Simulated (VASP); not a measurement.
Computed with PBE GGA, VASP's PBE PAW potentials (set 64) (plane waves; VASP).

VASP input:

### INCAR
```
# general
SYSTEM  = SnSe2
PREC    = Accurate
ENCUT   = 500
LREAL   = .FALSE.   # projection in real space or not
LASPH   = .TRUE.   # aspherical one-centre terms

# electronic loop
EDIFF   = 1E-6   # SCF stop (eV)
NELM    = 100
ALGO    = Normal   # blocked Davidson
LMAXMIX = 4   # l cut-off of mixed one-centre charges

# smearing
ISMEAR  = 1   # Methfessel-Paxton
SIGMA   = 0.1

# functional
GGA     = PE   # PBE

# ions
IBRION  = 2   # conjugate gradients
NSW     = 40   # most ionic steps
ISIF    = 3
EDIFFG  = -0.02
PSTRESS = 100   # kbar

# output
LWAVE   = .FALSE.
LCHARG  = .FALSE.
```

File KPOINTS:
```
kpoints
0
gamma
 9 9 6
```

### POSCAR
```
SnSe2
1
    1.8867446218    -3.2679397430    -0.0000000000
    1.8867446218     3.2679397430     0.0000000000
    0.0000000000     0.0000000000     5.3974214409
Sn Se
1 2
Direct
  0.0000000000   0.0000000000   0.0000000000
  0.3333330000   0.6666670000   0.2945986686
  0.6666670000   0.3333330000   0.7054013314
```

POTCAR, in this order: Sn_d Se (PBE.64 set). Program: vasp_std.

Output of the run:

**OSZICAR**
```
...
DAV:   2     0.796430640683E+01   -0.18553E+03   -0.18164E+03  2295   0.403E+02
DAV:   3    -0.110269195285E+02   -0.18991E+02   -0.18330E+02  2671   0.116E+02
DAV:   4    -0.116230096162E+02   -0.59609E+00   -0.59287E+00  2615   0.211E+01
DAV:   5    -0.116350855062E+02   -0.12076E-01   -0.12074E-01  3162   0.314E+00    0.567E+00
DAV:   6    -0.114451865162E+02    0.18990E+00   -0.49613E-01  3176   0.774E+00    0.363E+00
DAV:   7    -0.114331608955E+02    0.12026E-01   -0.12027E-01  2604   0.240E+00    0.108E+00
DAV:   8    -0.114337060620E+02   -0.54517E-03   -0.94151E-03  2579   0.998E-01    0.269E-01
DAV:   9    -0.114340265991E+02   -0.32054E-03   -0.12903E-03  2391   0.258E-01    0.764E-02
DAV:  10    -0.114340349281E+02   -0.83290E-05   -0.11768E-04  2874   0.872E-02    0.256E-02
DAV:  11    -0.114340582248E+02   -0.23297E-04   -0.49338E-05  2281   0.445E-02    0.923E-03
DAV:  12    -0.114340587819E+02   -0.55714E-06   -0.18612E-06  2259   0.107E-02
   1 F= -.72798061E+01 E0= -.72795819E+01  d E =-.727981E+01
       N       E                     dE             d eps       ncg     rms          rms(c)
DAV:   1    -0.114469046252E+02   -0.12846E-01   -0.55335E-02  2548   0.299E+00    0.205E-01
DAV:   2    -0.114460133819E+02    0.89124E-03   -0.32496E-03  2732   0.820E-01    0.106E-01
DAV:   3    -0.114456806387E+02    0.33274E-03   -0.85809E-04  2646   0.472E-01    0.214E-02
DAV:   4    -0.114456726624E+02    0.79763E-05   -0.60211E-05  2714   0.726E-02    0.112E-02
DAV:   5    -0.114456679715E+02    0.46909E-05   -0.34740E-06  2557   0.243E-02    0.352E-03
DAV:   6    -0.114456674027E+02    0.56880E-06   -0.70940E-07  1261   0.939E-03
   2 F= -.72802929E+01 E0= -.72800469E+01  d E =-.486719E-03
       N       E                     dE             d eps       ncg     rms          rms(c)
DAV:   1    -0.114706812675E+02   -0.25013E-01   -0.18737E-01  2531   0.551E+00    0.376E-01
DAV:   2    -0.114676657390E+02    0.30155E-02   -0.10970E-02  2747   0.150E+00    0.195E-01
DAV:   3    -0.114665429625E+02    0.11228E-02   -0.29068E-03  2638   0.861E-01    0.393E-02
DAV:   4    -0.114665205559E+02    0.22407E-04   -0.20271E-04  2695   0.133E-01    0.205E-02
DAV:   5    -0.114665074426E+02    0.13113E-04   -0.11929E-05  2738   0.451E-02    0.641E-03
DAV:   6    -0.114665063275E+02    0.11151E-05   -0.26970E-06  2016   0.170E-02    0.209E-03
DAV:   7    -0.114665065036E+02   -0.17608E-06   -0.19195E-07  1187   0.512E-03
   3 F= -.72806207E+01 E0= -.72804047E+01  d E =-.814507E-03
       N       E                     dE             d eps       ncg     rms          rms(c)
DAV:   1    -0.114671270893E+02   -0.62076E-03   -0.29767E-03  2126   0.355E-01    0.300E-02
DAV:   2    -0.114671269254E+02    0.16399E-06   -0.16643E-04  2344   0.138E-01    0.154E-02
DAV:   3    -0.114671216820E+02    0.52434E-05   -0.93462E-06  2820   0.407E-02    0.705E-03
DAV:   4    -0.114671208077E+02    0.87426E-06   -0.21523E-06  1860   0.196E-02
   4 F= -.72807686E+01 E0= -.72805634E+01  d E =-.147950E-03
       N       E                     dE             d eps       ncg     rms          rms(c)
DAV:   1    -0.114689820202E+02   -0.18603E-02   -0.26776E-02  2119   0.106E+00    0.903E-02
DAV:   2    -0.114689786889E+02    0.33313E-05   -0.14897E-03  2332   0.406E-01    0.464E-02
DAV:   3    -0.114689304605E+02    0.48228E-04   -0.83282E-05  2827   0.120E-01    0.212E-02
DAV:   4    -0.114689230232E+02    0.74373E-05   -0.22782E-05  3039   0.588E-02    0.535E-03
DAV:   5    -0.114689228294E+02    0.19381E-06   -0.33609E-06  1970   0.158E-02
   5 F= -.72811758E+01 E0= -.72810093E+01  d E =-.555139E-03
       N       E                     dE             d eps       ncg     rms          rms(c)
DAV:   1    -0.114725304512E+02   -0.36074E-02   -0.10730E-01  2115   0.213E+00    0.180E-01
DAV:   2    -0.114725223420E+02    0.81092E-05   -0.59848E-03  2326   0.797E-01    0.929E-02
DAV:   3    -0.114723298033E+02    0.19254E-03   -0.31473E-04  2793   0.234E-01    0.429E-02
DAV:   4    -0.114722989480E+02    0.30855E-04   -0.91376E-05  3080   0.119E-01    0.104E-02
DAV:   5    -0.114722983966E+02    0.55138E-06   -0.13919E-05  3001   0.317E-02    0.435E-03
DAV:   6    -0.114722983959E+02    0.75443E-09   -0.70032E-07  1249   0.748E-03
   6 F= -.72817807E+01 E0= -.72816705E+01  d E =-.116007E-02
       N       E                     dE             d eps       ncg     rms          rms(c)
DAV:   1    -0.114787276029E+02   -0.64292E-02   -0.43009E-01  2114   0.427E+00    0.359E-01
DAV:   2    -0.114787257157E+02    0.18872E-05   -0.24022E-02  2331   0.153E+00    0.186E-01
DAV:   3    -0.114779641878E+02    0.76153E-03   -0.12022E-03  2760   0.446E-01    0.872E-02
DAV:   4    -0.114778323817E+02    0.13181E-03   -0.34261E-04  3055   0.239E-01    0.201E-02
DAV:   5    -0.114778308008E+02    0.15809E-05   -0.55004E-05  3033   0.632E-02    0.837E-03
DAV:   6    -0.114778307837E+02    0.17120E-07   -0.29181E-06  1989   0.139E-02
   7 F= -.72818478E+01 E0= -.72816443E+01  d E =-.122717E-02
       N       E                     dE             d eps       ncg     rms          rms(c)
DAV:   1    -0.114756494654E+02    0.21813E-02   -0.96336E-02  2122   0.200E+00    0.169E-01
DAV:   2    -0.114756311388E+02    0.18327E-04   -0.53129E-03  2313   0.757E-01    0.869E-02
DAV:   3    -0.114754575911E+02    0.17355E-03   -0.29369E-04  2921   0.231E-01    0.397E-02
DAV:   4    -0.114754310581E+02    0.26533E-04   -0.77452E-05  3062   0.114E-01    0.999E-03
DAV:   5    -0.114754306665E+02    0.39157E-06   -0.11521E-05  3029   0.287E-02    0.429E-03
DAV:   6    -0.114754305755E+02    0.91028E-07   -0.63927E-07  1208   0.702E-03
   8 F= -.72820203E+01 E0= -.72818770E+01  d E =-.139961E-02
       N       E                     dE             d eps       ncg     rms          rms(c)
DAV:   1    -0.114702617713E+02    0.51689E-02   -0.81644E-03  2676   0.139E+00    0.961E-02
DAV:   2    -0.114700311712E+02    0.23060E-03   -0.42328E-04  2758   0.359E-01    0.456E-02
DAV:   3    -0.114699656527E+02    0.65518E-04   -0.21049E-04  2713   0.235E-01    0.856E-03
DAV:   4    -0.114699661784E+02   -0.52567E-06   -0.90669E-06  2291   0.340E-02
   9 F= -.72821506E+01 E0= -.72820131E+01  d E =-.130321E-03
       N       E                     dE             d eps       ncg     rms          rms(c)
DAV:   1    -0.114678910824E+02    0.20746E-02   -0.12115E-03  2696   0.532E-01    0.368E-02
DAV:   2    -0.114678562542E+02    0.34828E-04   -0.61053E-05  2764   0.136E-01    0.174E-02
DAV:   3    -0.114678466403E+02    0.96139E-05   -0.31378E-05  2694   0.903E-02    0.353E-03
DAV:   4    -0.114678469681E+02   -0.32777E-06   -0.12672E-06  1157   0.133E-02
  10 F= -.72821834E+01 E0= -.72820481E+01  d E =-.163180E-03
       N       E                     dE             d eps       ncg     rms          rms(c)
DAV:   1    -0.114637541570E+02    0.40925E-02   -0.47973E-03  2677   0.106E+00    0.735E-02
DAV:   2    -0.114636184765E+02    0.13568E-03   -0.24661E-04  2769   0.274E-01    0.348E-02
DAV:   3    -0.114635801125E+02    0.38364E-04   -0.12371E-04  2724   0.180E-01    0.663E-03
DAV:   4    -0.114635806267E+02   -0.51418E-06   -0.54620E-06  2221   0.263E-02
  11 F= -.72822190E+01 E0= -.72820875E+01  d E =-.198773E-03
       N       E                     dE             d eps       ncg     rms          rms(c)
DAV:   1    -0.114637340858E+02   -0.15397E-03   -0.56518E-04  2353   0.183E-01    0.199E-02
DAV:   2    -0.114637258491E+02    0.82367E-05   -0.32736E-05  3153   0.753E-02    0.122E-02
DAV:   3    -0.114637224924E+02    0.33568E-05   -0.56540E-06  2613   0.348E-02    0.408E-03
DAV:   4    -0.114637220250E+02    0.46737E-06   -0.60117E-07  1147   0.124E-02
  12 F= -.72822468E+01 E0= -.72821163E+01  d E =-.277854E-04
```

### OUTCAR
```
------------------------ aborting loop because EDIFF is reached ----------------------------------------
  FORCE on cell =-STRESS in cart. coord.  units (eV):
  Direction    XX          YY          ZZ          XY          YZ          ZX
  --------------------------------------------------------------------------------------
  Total        4.1552066      4.1552196      4.2299307      0.0000000     -0.0000000     -0.0000000
  in kB       99.3717852     99.3720963    101.1588135      0.0000000     -0.0000000     -0.0000000
  external PRESSURE =      -0.0324350 kB  Pullay stress =     100.0000000 kB
  volume of cell :       66.99
      direct lattice vectors                 reciprocal lattice vectors
     1.882286920 -3.260221683 -0.000000000     0.265634317 -0.153363804 -0.000000000
     1.882286920  3.260221683  0.000000000     0.265634317  0.153363804  0.000000000
     0.000000000 -0.000000000  5.458548286     0.000000000 -0.000000000  0.183198892
 POSITION                                       TOTAL-FORCE (eV/Angst)
 -----------------------------------------------------------------------------------
      0.00000     -0.00000     -0.00000        -0.000000     -0.000000      0.000000
      1.88229      1.08674      1.58583         0.000000     -0.000000      0.008252
      1.88229     -1.08674      3.87272        -0.000000      0.000000     -0.008252
 -----------------------------------------------------------------------------------
    total drift:                               -0.000000      0.000000      0.000000
  FREE ENERGIE OF THE ION-ELECTRON SYSTEM (eV)
  ---------------------------------------------------
  free  energy   TOTEN  =       -11.4637220250 eV

  energy  without entropy=      -11.4633303805  energy(sigma->0) =      -11.46359148
  enthalpy is  TOTEN    =        -7.2822468228 eV   P V=        4.1814752022

 reached required accuracy - stopping structural energy minimisation
```
(Selected blocks of OUTCAR.)

File CONTCAR:
```
SnSe2
   1.00000000000000
     1.8822869204938983   -3.2602216829646480   -0.0000000000000001
     1.8822869204938983    3.2602216829646480    0.0000000000000000
     0.0000000000000000   -0.0000000000000001    5.4585482857839471
  Sn              Se
     1     2
Direct
     0.0000000000000000    0.0000000000000000    0.0000000000000000
     0.3333330000000032    0.6666669999999968    0.2905226786681006
     0.6666669999999968    0.3333330000000032    0.7094773213318997
```

### OUTCAR
```
 val. band max:        6.3886193914   @ k =   0.0000   0.4444   0.3333

 cond. band min:       6.3970695847   @ k =   0.1111   0.1111   0.0000


 Fermi energy:         6.3954664910

 k-point     1 :       0.0000    0.0000    0.0000
  band No.  band energies     occupation
      1     -15.4075      2.00000
      2     -15.4075      2.00000
      3     -15.3675      2.00000
      4     -15.3509      2.00000
      5     -15.3509      2.00000
      6      -8.6663      2.00000
      7      -6.2367      2.00000
      8      -1.1986      2.00000
      9       5.0694      2.00000
     10       5.0694      2.00000
     11       5.2637      2.00000
     12       5.2638      2.00000
     13       6.2460      2.05577
     14       6.9356     -0.00000
     15       9.1356      0.00000
     16      10.7804      0.00000
     17      10.7804      0.00000

 k-point     2 :       0.1111    0.0000    0.0000
  band No.  band energies     occupation
      1     -15.4136      2.00000
      2     -15.4024      2.00000
      3     -15.3637      2.00000
      4     -15.3544      2.00000
      5     -15.3503      2.00000
      6      -8.5364      2.00000
      7      -6.1654      2.00000
      8      -1.1003      2.00000
      9       3.6620      2.00000
     10       4.4295      2.00000
     11       4.5862      2.00000
     12       5.7049      2.00000
     13       6.5044     -0.06420
     14       7.9967     -0.00000
     15       9.5927      0.00000
     16      10.2731      0.00000
     17      10.8506      0.00000

 k-point     3 :       0.2222    0.0000    0.0000
  band No.  band energies     occupation
      1     -15.4312      2.00000
      2     -15.3918      2.00000
      3     -15.3647      2.00000
      4     -15.3503      2.00000
      5     -15.3462      2.00000
      6      -8.1598      2.00000
      7      -6.0013      2.00000
      8      -0.8881      2.00000
      9       2.0634      2.00000
     10       3.4242      2.00000
     11       3.7180      2.00000
...
```

Without a dispersion term in the relaxation, distances and binding between the weakly bound layers, chains or molecules are unreliable, and so is what depends on them. Unless said otherwise, spin-orbit coupling is left out, though it shifts the bands of the heavy elements here.

The compound is SnSe2 in the 1T layered structure. This run relaxes it under an external pressure of 10 GPa. Symmetry was kept, so distortions that lower it aren't found.
